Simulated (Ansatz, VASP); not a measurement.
## K3Ge in VASP and in Ansatz

```
Ge K
1.0
     0.00000    4.22301    4.22301
     4.22301    0.00000    4.22301
     4.22301    4.22301    0.00000
Ge K
1 3
Direct
  0.00000 0.00000 0.00000
  0.50000 0.50000 0.50000
  0.75000 0.75000 0.75000
  0.25000 0.25000 0.25000
```

Change from the starting cell: volume scaled by 0.94.

Alike in both runs: task single point; functional PBE; k mesh 6 × 6 × 6; occupations fermi-dirac, width 0.05 eV; no spin polarisation.

|  | VASP | Ansatz |
| --- | --- | --- |
| version | VASP 6.6.1 | Ansatz 0.2.0 |
| potentials or method | VASP PAW PBE potentials, release 64 (Ge_d, K_sv) | Ansatz PAW |
| plane-wave cutoff (eV) | 520 | 420 |
| valence electrons in the cell | 41 | 41 |

```tsv
	VASP	Ansatz	Ansatz less VASP
gap on the k mesh at the Fermi level (eV)	none	none	-
pressure (GPa)	0.7	0.7	+0.01
```

A gap of «none» marks a metal or a gap that the smearing closes. With one functional, cell and mesh, what is left measures potentials, basis and numerics.
